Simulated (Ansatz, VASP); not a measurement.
# BeHg: VASP beside Ansatz

One calculation is typed for both programs; each brings its own data sets. How far apart do they land? The cell is generated by rule, not measured, and may not be a known phase. The cell is taken from a series of runs on this material, whose earlier steps may have relaxed, scaled, displaced or heated it; both programs get it as it stands.

Method: plane waves, with VASP 6.6.1 beside it; relaxation of cell and atoms at PBEsol, in Ansatz 0.2.0.

**1. Set-up**

Symmetry: Pm-3m, No. 221, cubic system. The conventional cell has a = 3.080 Å, b = 3.080 Å, c = 3.080 Å, α = 90.00°, β = 90.00°, γ = 90.00°. Nearest to Be lie 8 Hg at 2.67 Å. Hg has 8 Be at 2.67 Å nearest. Farther neighbours are not listed.

Coordinates:

```
Be Hg
1.0
     3.08040    0.00000    0.00000
     0.00000    3.08040    0.00000
     0.00000    0.00000    3.08040
Be Hg
1 1
Direct
  0.50000 0.50000 0.50000
  0.00000 0.00000 0.00000
```

**2. VASP: relaxation of cell and atoms, PBEsol, pair 1**

The relaxed volume is the usual yardstick between codes: in a stiff, nearly cubic crystal its relative difference is about their pressure difference at one cell divided by the bulk modulus.

Lines of VASP's logs that name or quote its potential files are left out, and so is its time.

INCAR

```
SYSTEM = BeHg
PREC = Accurate
ENCUT = 600
EDIFF = 1E-07
NELM = 120
ISMEAR = 1
SIGMA = 0.15
LREAL = .FALSE.
ALGO = Normal
GGA = PS
NBANDS = 13
LORBIT = 11
LWAVE = .FALSE.
LCHARG = .FALSE.
ISIF = 3
IBRION = 2
NSW = 80
EDIFFG = -0.005
LASPH = .TRUE.
GGA_COMPAT = .FALSE.
NELMIN = 4
KPAR = 2
```

POSCAR

```
BeHg
1.0
    3.0803950000      0.0000000000      0.0000000000
    0.0000000000      3.0803950000      0.0000000000
    0.0000000000      0.0000000000      3.0803950000
Be Hg
1 1
Direct
    0.5000001623      0.5000001623      0.5000001623
    0.0000000000      0.0000000000      0.0000000000
```

KPOINTS

```
Automatic mesh
0
Gamma
12 12 12
0 0 0
```

PAW data sets: Be and Hg (PBE family, release 64).

Command:

```sh
$ mpirun -np 2 vasp_std
```

Numbers of over 12 decimals in the logs are rounded to 6 here.

The program printed:

```text
[banner, memory and clock lines left out]
running    2 mpi-ranks, on    1 nodes
 distrk:  each k-point on    1 cores,    2 groups
 distr:  one band on    1 cores,    1 groups

 POSCAR found type information on POSCAR BeHg
 POSCAR found :  2 types and       2 ions
|                                                                             |
|               ----> ADVICE to this user running VASP <----                  |
|                                                                             |
|     You enforced a specific xc type in the INCAR file but a different       |
|     [... a line on the potential file left out ...]
|     I HOPE YOU KNOW WHAT YOU ARE DOING!                                     |
|                                                                             |

 LDA part: xc-table for (Slater+PW92), standard interpolation
 POSCAR, INCAR and KPOINTS ok, starting setup
 FFT: planning ... GRIDC
 FFT: planning ... GRID_SOFT
 FFT: planning ... GRID
 WAVECAR not read
 entering main loop
       N       E                     dE             d eps       ncg     rms          rms(c)
DAV:   1     0.838323629162E+02    0.83832E+02   -0.78758E+03  2272   0.115E+03
DAV:   2    -0.231915244414E+01   -0.86152E+02   -0.78976E+02  2434   0.252E+02
DAV:   3    -0.411116254771E+01   -0.17920E+01   -0.17872E+01  2609   0.382E+01
DAV:   4    -0.411389166372E+01   -0.27291E-02   -0.27289E-02  2397   0.168E+00
DAV:   5    -0.411389681143E+01   -0.51477E-05   -0.51482E-05  2599   0.691E-02    0.765E+00
DAV:   6    -0.370665911085E+01    0.40724E+00   -0.11086E+00  2519   0.133E+01    0.571E+00
DAV:   7    -0.368629943451E+01    0.20360E-01   -0.55226E-02  2424   0.199E+00    0.293E+00
DAV:   8    -0.367973905697E+01    0.65604E-02   -0.50167E-03  2369   0.913E-01    0.831E-02
DAV:   9    -0.367968351666E+01    0.55540E-04   -0.21153E-04  2574   0.183E-01    0.253E-02
DAV:  10    -0.367967608317E+01    0.74335E-05   -0.26188E-05  2449   0.619E-02    0.131E-02
DAV:  11    -0.367967607220E+01    0.10969E-07   -0.12439E-06  2519   0.101E-02    0.368E-03
DAV:  12    -0.367967605959E+01    0.12611E-07   -0.10960E-07  1649   0.399E-03
   1 F= -.36796761E+01 E0= -.36794155E+01  d E =-.367968E+01
 curvature:   0.00 expect dE= 0.000E+00 dE for cont linesearch  0.000E+00
 trial: gam= 0.00000 g(F)=  0.000E+00 g(S)=  0.816E-03 ort = 0.000E+00 (trialstep = 0.100E+01)
 search vector abs. value=  0.816E-03
 bond charge predicted
       N       E                     dE             d eps       ncg     rms          rms(c)
DAV:   1    -0.368927612319E+01   -0.96001E-02   -0.15870E-01  2404   0.502E+00    0.674E-01
DAV:   2    -0.368045459619E+01    0.88215E-02   -0.23941E-02  2394   0.217E+00    0.268E-01
DAV:   3    -0.368004891585E+01    0.40568E-03   -0.95982E-04  2324   0.340E-01    0.216E-01
DAV:   4    -0.367993684618E+01    0.11207E-03   -0.12241E-04  2309   0.997E-02    0.738E-03
DAV:   5    -0.367993500102E+01    0.18452E-05   -0.74019E-06  2474   0.330E-02    0.334E-03
DAV:   6    -0.367993504049E+01   -0.39461E-07   -0.66296E-07  2341   0.771E-03
   2 F= -.36799350E+01 E0= -.36795996E+01  d E =-.258981E-03
 trial-energy change:   -0.000259  1 .order   -0.000292   -0.000816    0.000233
 step:   0.7422(harm=  0.7780)  dis= 0.00000  next Energy=    -3.679966 (dE=-0.290E-03)
 bond charge predicted
       N       E                     dE             d eps       ncg     rms          rms(c)
DAV:   1    -0.368059726159E+01   -0.66226E-03   -0.10612E-02  2404   0.129E+00    0.170E-01
DAV:   2    -0.368000319711E+01    0.59406E-03   -0.16245E-03  2399   0.564E-01    0.663E-02
DAV:   3    -0.367997807021E+01    0.25127E-04   -0.62625E-05  2299   0.860E-02    0.532E-02
DAV:   4    -0.367997298661E+01    0.50836E-05   -0.83546E-06  2299   0.258E-02    0.248E-03
DAV:   5    -0.367997289869E+01    0.87921E-07   -0.51491E-07  2389   0.869E-03
   3 F= -.36799729E+01 E0= -.36796570E+01  d E =-.296839E-03
 curvature:  -0.38 expect dE=-0.220E-06 dE for cont linesearch -0.220E-06
 trial: gam= 0.00000 g(F)=  0.693E-50 g(S)=  0.580E-06 ort =-0.218E-04 (trialstep = 0.948E+00)
 search vector abs. value=  0.580E-06
 reached required accuracy - stopping structural energy minimisation
```

From OUTCAR (step 2):

```text
ion  position               nearest neighbor table
   1  0.500  0.500  0.500-   2 2.67   2 2.67   2 2.67   2 2.67   2 2.67   2 2.67   2 2.67   2 2.67

  LATTYP: Found a simple cubic cell.
 ALAT       =     3.0803950000

 Subroutine GETGRP returns: Found 48 space group operations
 (whereof 48 operations were pure point group operations)

The static configuration has the point symmetry O_h .

 Found     84 irreducible k-points:

   k-points           NKPTS =     84   k-points in BZ     NKDIM =     84   number of bands    NBANDS=     13

   dimension x,y,z NGX =    28 NGY =   28 NGZ =   28
   dimension x,y,z NGXF=    56 NGYF=   56 NGZF=   56

   ENCUT  =  600.0 eV  44.10 Ry    6.64 a.u.   6.15  6.15  6.15*2*pi/ulx,y,z

   NELECT =      14.0000    total number of electrons

 k-points in reciprocal lattice and weights: Automatic mesh
   0.00000000  0.00000000  0.00000000       0.001
   0.08333333  0.00000000  0.00000000       0.003
   0.16666667  0.00000000  0.00000000       0.003
   0.25000000  0.00000000  0.00000000       0.003
   0.33333333  0.00000000  0.00000000       0.003
   0.41666667  0.00000000  0.00000000       0.003
   0.50000000  0.00000000  0.00000000       0.002
   0.08333333  0.08333333  0.00000000       0.007
   0.16666667  0.08333333  0.00000000       0.014
[...]
0.50000000  0.50000000  0.41666667       0.003
   0.50000000  0.50000000  0.50000000       0.001

 average (electrostatic) potential at core
       1 -36.1675       2 -39.0528

 E-fermi :   5.6137

 k-point     1 :       0.0000    0.0000    0.0000
  band No.  band energies     occupation
    ...
      2      -3.7937      2.00000
      3      -3.7937      2.00000
      4      -2.0251      2.00000
      5      -2.0251      2.00000
      6      -2.0251      2.00000
      7       8.0872     -0.00000
      8       8.0872     -0.00000
      9       8.0872     -0.00000
     10      13.3538      0.00000
     11      15.5185      0.00000
    ...

 k-point     2 :       0.0833    0.0000    0.0000
  band No.  band energies     occupation
    ...
      2      -3.7799      2.00000
      3      -3.7329      2.00000
      4      -2.0812      2.00000
      5      -2.0812      2.00000
      6      -2.0205      2.00000
      7       7.4201     -0.00000
      8       8.2584     -0.00000
      9       8.2584     -0.00000
     10      13.5472      0.00000
     11      15.4567      0.00000
    ...

 k-point     3 :       0.1667    0.0000    0.0000
  band No.  band energies     occupation
    ...
      2      -3.7419      2.00000
      3      -3.5415      2.00000
      4      -2.2291      2.00000
      5      -2.2291      2.00000
      6      -2.0076      2.00000
      7       5.9605     -0.00514
      8       8.7504      0.00000
      9       8.7504      0.00000
     10      13.7582      0.00000
     11      15.2836      0.00000
    ...

  Total       -0.0028314     -0.0028314     -0.0028314      0.0000000      0.0000000     -0.0000000
  in kB       -0.1543202     -0.1543202     -0.1543202      0.0000000      0.0000000     -0.0000000
  external PRESSURE =      -0.1543202 kB  Pullay stress =       0.0000000 kB

  energy-cutoff  :      600.00
  volume of cell :       29.40
      direct lattice vectors                 reciprocal lattice vectors
     3.086252493 -0.000000000 -0.000000000     0.324017559 -0.000000000 -0.000000000
     0.000000000  3.086252493  0.000000000     0.000000000  0.324017559 -0.000000000
     0.000000000  0.000000000  3.086252493     0.000000000 -0.000000000  0.324017559

 POSITION                                       TOTAL-FORCE (eV/Angst)
 -----------------------------------------------------------------------------------
      1.54313      1.54313      1.54313        -0.000000     -0.000000      0.000000
      0.00000      0.00000      0.00000         0.000000      0.000000      0.000000
 -----------------------------------------------------------------------------------
    total drift:                                0.000019      0.000019      0.000019

  FREE ENERGIE OF THE ION-ELECTRON SYSTEM (eV)
  ---------------------------------------------------
  free  energy   TOTEN  =        -3.6799728987 eV

  energy  without entropy=       -3.6790251422  energy(sigma->0) =       -3.67965698

 reached required accuracy - stopping structural energy minimisation

 total charge
# of ion       s       p       d       tot
------------------------------------------
    1        0.320   0.467   0.000   0.787
    2        0.827   0.584   9.242  10.652
--------------------------------------------------
tot          1.147   1.051   9.242  11.439

[... 3 further parts left out ...]
```

CONTCAR:

```
BeHg
   1.00000000000000
     3.0862524934222373   -0.0000000000000000   -0.0000000000000000
     0.0000000000000000    3.0862524934222373    0.0000000000000000
     0.0000000000000000    0.0000000000000000    3.0862524934222373
  Be              Hg
     1     1
Direct
     0.5000001622999974    0.5000001622999974    0.5000001622999974
     0.0000000000000000    0.0000000000000000    0.0000000000000000
```

**3. Ansatz: relaxation of cell and atoms, PBEsol, pair 1**

Ansatz runs on norm-conserving files, of PseudoDojo where its log says so.

The same cell, functional, mesh and smearing now go to Ansatz, which takes its cutoff from its data sets.

input.yaml

```yaml
crystal:
  lattice:
    - [3.0803952707, 0.0, 0.0]
    - [0.0, 3.0803952707, 0.0]
    - [0.0, 0.0, 3.0803952707]
  atoms:
    - { symbol: Be, position: [0.5, 0.5, 0.5] }
    - { symbol: Hg, position: [0.0, 0.0, 0.0] }
kpoints:
  mp_grid: { grid: [12, 12, 12] }
hamiltonian:
  xc: pbesol
  pseudopotentials: { kind: nc, accuracy: standard }
scf:
  occupations: { method: methfessel_paxton, width: 0.15 }
output:
  forces: true
  stress: true
  eigenvalues: true
relax:
  adjacent_minimum: "off"
  f_tol: 0.001
  max_steps: 60
  cell: { stress_tol: 0.01 }
```

Command:

```sh
$ ansatz run input.yaml --threads 4 --pin off --max-ram 7168MiB --backend cpu --events-out ev --progress --plain --runs-dir out
```

The program printed:

```text
Engine: ansatz 0.2.0, aarch64-unknown-linux-gnu
Pseudopotentials: kind: nc
Pseudopotential: Be, nc, valence charge 4, recommended cutoff 1197.300995 eV (normal), Be.nc.azcp (PseudoDojo's, or run here from an input of PseudoDojo's; its table is named by hamiltonian.pseudopotentials.accuracy)
Pseudopotential: Hg, nc, valence charge 20, recommended cutoff 897.975746 eV (normal), Hg.nc.azcp (PseudoDojo's, or run here from an input of PseudoDojo's; its table is named by hamiltonian.pseudopotentials.accuracy)
Functional definition: PBEsol
  exchange = pbesol_x
  correlation = pbesol_c
Crystal: 2 atoms, lattice volume = 29.229 Å³
Basis set: ecut = 1197.300995 eV, 2777 PW (Γ), exchange–correlation on 72×72×72 points (8 copies of the dense FFT grid, shifted against one another)
Bands: 16, of which v1, the nominal top of the filled ones, is band 12 counted from 1 (11 counted from 0)
Symmetry: 48 space group operations
Space group: Pm-3m (ITA 221), of the structure as read, at distance tolerance 3.1e-5 Å
k-points: 84 of 1728
Non-local potential: Be, projectors of the file, l = 0: 2, l = 1: 2
Non-local potential: Hg, projectors of the file, l = 0: 2, l = 1: 2, l = 2: 2, l = 3: 1
Initial density: superposition of atomic densities (chi_scale 0.1, normalization cell, long waves kept (reshape's long-wave potential 0.00 eV rms))
Initial wavefunctions: pseudopotential atomic-orbital guess
Functional: x = pbesol(κ = 0.804, μ = 0.123457), c = pbesol(β = 0.046)
SCF iter   1: F=—  HF=-4909.674982 eV  |F-HF|=—  |Δ(HF+E_count)|=         —  Δρ=6.81e-2  dr2=2.01e0  ethr=3.10e-3  ⟨swp⟩=6.5  Hψ=8253  notcnv=0
preconditioner: auto → none  [insulator: Δε(μ)=0.119 eV  Ē_g=11.285 eV  σ=0.150 eV  W_gap=0.55  n_scr=6 (ndim 8)  ℏωp=25.7 eV  f_vac=0.000  D(μ)=0.30/eV (n_scr^D=0)  ε∞_Penn≈6.2]
SCF iter   2: F=—  HF=-4909.125232 eV  |F-HF|=—  |Δ(HF+E_count)|=   5.50e-1  S|Δr|=    0.00e0  Δρ=3.74e-2  dr2=2.83e-1  ethr=3.10e-3  ⟨swp⟩=3.7  Hψ=3647  notcnv=0  defer=6
SCF iter   3: F=—  HF=-4909.029839 eV  |F-HF|=—  |Δ(HF+E_count)|=   9.54e-2  S|Δr|=    0.00e0  Δρ=1.09e-2  dr2=9.98e-3  ethr=1.18e-3  ⟨swp⟩=3.3  Hψ=3260  notcnv=0  defer=8
SCF iter   4: F=—  HF=-4909.028363 eV  |F-HF|=—  |Δ(HF+E_count)|=   1.48e-3  S|Δr|=    0.00e0  Δρ=1.66e-3  dr2=3.41e-4  ethr=4.16e-5  ⟨swp⟩=2.6  Hψ=2376  notcnv=0  defer=8
SCF iter   5: F=—  HF=-4909.028385 eV  |F-HF|=—  |Δ(HF+E_count)|=   2.22e-5  S|Δr|=    0.00e0  Δρ=1.94e-4  dr2=9.33e-6  ethr=1.42e-6  ⟨swp⟩=2.2  Hψ=1941  notcnv=0  defer=8
SCF iter   6: F=—  HF=-4909.028382 eV  |F-HF|=—  |Δ(HF+E_count)|=   2.83e-6  S|Δr|=    0.00e0  Δρ=4.43e-5  dr2=4.56e-7  ethr=3.89e-8  ⟨swp⟩=2.3  Hψ=2248  notcnv=0  defer=8
SCF iter   7: F=-4909.028382 eV  HF=-4909.028382 eV  |F-HF|=1.22e-8  |Δ(HF+E_count)|=   1.23e-7  S|Δr|=    0.00e0  Δρ=9.42e-6  dr2=1.37e-8  ethr=4.17e-10  ⟨swp⟩=9.2  Hψ=8229  notcnv=0
SCF 1 converged in 7 iterations: F = -4909.028382 eV  dr2 = 1.37e-8
relax step   1: F+E_penalty+E_count = -4909.02838180 eV  Δ(F+E_penalty+E_count) = +0.000e0 eV  max|allowed force component| = 1.466e-29 eV/Å  Δτ_max = 0.0000 Å  P = -0.030 GPa  Ω = 29.229 Å³  (7 SCF iters, dr2 threshold 1.00e-7 eV, accepted)
[...]
relax step   2: F+E_penalty+E_count = -4909.02838338 eV  Δ(F+E_penalty+E_count) = -1.580e-6 eV  max|allowed force component| = 4.273e-30 eV/Å  Δτ_max = 0.0000 Å  P = +0.028 GPa  Ω = 29.213 Å³  energy of the carried Pulay correction = +1.458e-6 eV  (4 SCF iters, dr2 threshold 2.21e-9 eV, accepted)
[...]
relax step   3: F+E_penalty+E_count = -4909.02838336 eV  Δ(F+E_penalty+E_count) = +1.929e-8 eV  max|allowed force component| = 2.761e-30 eV/Å  Δτ_max = 0.0000 Å  P = +0.000 GPa  Ω = 29.221 Å³  energy of the carried Pulay correction = +7.559e-7 eV  (3 SCF iters, dr2 threshold 1.91e-9 eV, accepted)
[...]
relax step   4: F+E_penalty+E_count = -4909.02838301 eV  Δ(F+E_penalty+E_count) = +3.452e-7 eV  max|allowed force component| = 1.063e-29 eV/Å  Δτ_max = 0.0000 Å  P = -0.000 GPa  Ω = 29.221 Å³  stress off target by 1.51e-4 GPa  SCF on the basis re-selected at this cell (its energy is not comparable with the rows above)  (5 SCF iters)
basis re-selected at this cell: Δ(F+E_penalty+E_count) = +3.452e-7 eV, ΔP = -0.000 GPa vs the last step (what re-selecting the basis moved, of the pressure what is left beyond the Pulay correction that the steps carried, after the strain that the cell walked since its last selection, with what the two solves' SCF thresholds leave and, on support functions, any second-order correction that the steps lacked; it is no m [...]
SCF converged after 5 iterations
Stability not checked: this state was not tested for a lower state beside it, because cold or Methfessel-Paxton smearing, or corrected tetrahedra, fill the levels in a way that the test cannot read (fill_not_monotonic; see scf.lower_state_search)
Free energy (F): -4909.028383 eV
Harris-Foulkes:  -4909.028383 eV  (|F-HF|=1.82e-12)
Internal energy: -4909.027664 eV  (E = F + TS)
E sigma→0 (E₀):  -4909.028203 eV
Entropy (-TS):   -0.000719 eV (-0.359 meV/atom)
Fermi energy:    15.916309 eV
--- Per-component energies (eV) ---
  E_band       = -547.982278
  E_kinetic    = 1524.394411
  E_local      = -3577.177314  (includes V_loc(G=0)·N_el)
  E_nonlocal   = -111.539594
  E_hartree    = 1125.287057
  E_xc         = -811.037327
  E_vxc        = -634.233904  (∫ρ·V_xc dr)
  E_ewald      = -3058.954898
  E_smearing   = -0.000719  (= −TS)
  E_closure    = -0.000000  (closes the sum)
  Σ components = -4909.028383   (vs F -4909.028383, Δ=0.00e0)
--- Forces (eV/Å), atoms counted from 1 ---
  atom   1  Be    -0.00000000     0.00000000    -0.00000000
  atom   2  Hg     0.00000000     0.00000000     0.00000000
  max |Σ_I F_I| component: 2.08e-29 eV/Å
--- Stress (GPa, compression-positive) ---
       -0.000151      -0.000000       0.000000
        0.000000      -0.000151      -0.000000
        0.000000      -0.000000      -0.000151
  P = ⅓ Tr σ = -0.0002 GPa (-0.002 kbar)
--- Band table (eV; the first three rows and the last of 84) ---
  k-point 0: bands = [... 8 lower, 8.2633, 8.2633, 8.2633, 18.3177, 18.3177, 18.3177, 23.7234, 25.8509]
  k-point 1: bands = [... 8 lower, 8.2063, 8.2063, 8.2680, 17.6638, 18.4919, 18.4919, 23.9144, 25.7589]
  k-point 2: bands = [... 8 lower, 8.0560, 8.0560, 8.2810, 16.2231, 18.9922, 18.9922, 24.1169, 25.5075]
  k-point 83: bands = [... 8 lower, 8.9807, 8.9807, 17.3862, 17.3862, 17.3862, 17.4901, 17.6607, 18.5800]
--- Relaxed structure (3 steps of the walk, 3 accepted, 1 SCFs on fresh bases) ---
  F+E_penalty+E_count = -4909.02838301 eV   max|allowed force component| = 1.063e-29 eV/Å   (the final SCF, on the basis selected at the relaxed cell)
  cell:  # Å, volume = 29.2208 Å³
    - [3.080095, 0, 0.0]
    - [0, 3.080095, 0]
    - [0.0, 0, 3.080095]
  atoms:
    - { symbol: Be, position: [0.5, 0.5, 0.5] }
    - { symbol: Hg, position: [0, 0, 0] }
```

The column dr2 measures how far the density is from self-consistency, as an energy; F and HF (Harris–Foulkes) agree once it is small.

**4. Differences**

Known differences besides the potentials themselves: the data sets hold 24 valence electrons in Ansatz (on norm-conserving files, of PseudoDojo where its log says so) and 14 in VASP; the cutoff is 1197.3 eV in Ansatz and 600 eV in VASP; Ansatz adds a Pulay correction to the stress that steers its cell, VASP none. Total energies have different zeros and are not compared.

The two programs side by side:

| quantity | Ansatz | VASP | difference |
| --- | --- | --- | --- |
| volume (Å³) | 29.22 | 29.40 | -0.60 % |
| edge a after relaxation, in the typed setting (Å) | 3.080 | 3.086 | -0.20 % |

**5. Ansatz: relaxation of cell and atoms, PBEsol, pair 2**

The relaxed volume is the usual yardstick between codes: in a stiff, nearly cubic crystal its relative difference is about their pressure difference at one cell divided by the bulk modulus. This pair takes another cell of the material, with 4 atoms against 2 for the pair before.

The cell is taken from a series of runs on this material, whose earlier steps may have relaxed, scaled, displaced or heated it; both programs get it as it stands.

input.yaml, the sections that differ from step 3:

```yaml
crystal:
  lattice:
    - [3.0448850306, -3.2402601265, 0.0]
    - [3.0448850306, 3.2402601265, 0.0]
    - [0.0, 0.0, 2.9868620125]
  atoms:
    - { symbol: Be, position: [0.1942106818, 0.1942106818, 0.5] }
    - { symbol: Be, position: [0.8057893182, 0.8057893182, 0.5] }
    - { symbol: Hg, position: [0.7215997783, 0.2784002217, 0.0] }
    - { symbol: Hg, position: [0.2784002217, 0.7215997783, 0.0] }
kpoints:
  mp_grid: { grid: [8, 8, 12] }
# hamiltonian, scf, output, relax: as in step 3
```

The program printed:

```text
[...]
Crystal: 4 atoms, lattice volume = 58.938 Å³
Basis set: ecut = 1197.300995 eV, 5551 PW (Γ), exchange–correlation on 108×108×72 points (8 copies of the dense FFT grid, shifted against one another)
Bands: 29, of which v1, the nominal top of the filled ones, is band 24 counted from 1 (23 counted from 0)
Symmetry: 8 space group operations
[...]
k-points: 147 of 768
[...]
cell:  # Å, volume = 58.9381 Å³
    - [3.0448850306, -3.2402601265, 0.0]
    - [3.0448850306, 3.2402601265, 0.0]
    - [0.0, 0.0, 2.9868620125]
  atoms:
    - { symbol: Be, position: [0.1942106818, 0.1942106818, 0.500000] }
    - { symbol: Be, position: [0.8057893182, 0.8057893182, 0.500000] }
    - { symbol: Hg, position: [0.7215997783, 0.2784002217, 0.0] }
    - { symbol: Hg, position: [0.2784002217, 0.7215997783, 0.0] }
[key lines of the parts left out:]
SCF converged after 6 iterations
Free energy (F): -9818.159581 eV
Fermi energy:    15.489186 eV
P = ⅓ Tr σ = 0.0018 GPa (0.018 kbar)
```

(Continued in part 2 of 2.)

[Lines on the potential files, build, host, timing and source positions are cut from VASP's logs without a mark.]

[Logs are printed without paths, hosts, clocks, repeated set-up lines and the standing remarks that a program may print on its own settings, such as how far it seeks lower states.]

[Hosts, paths, dates, database ids (printed as entryN), source tags and the programs' standing remarks are cut or masked in the printed files.]
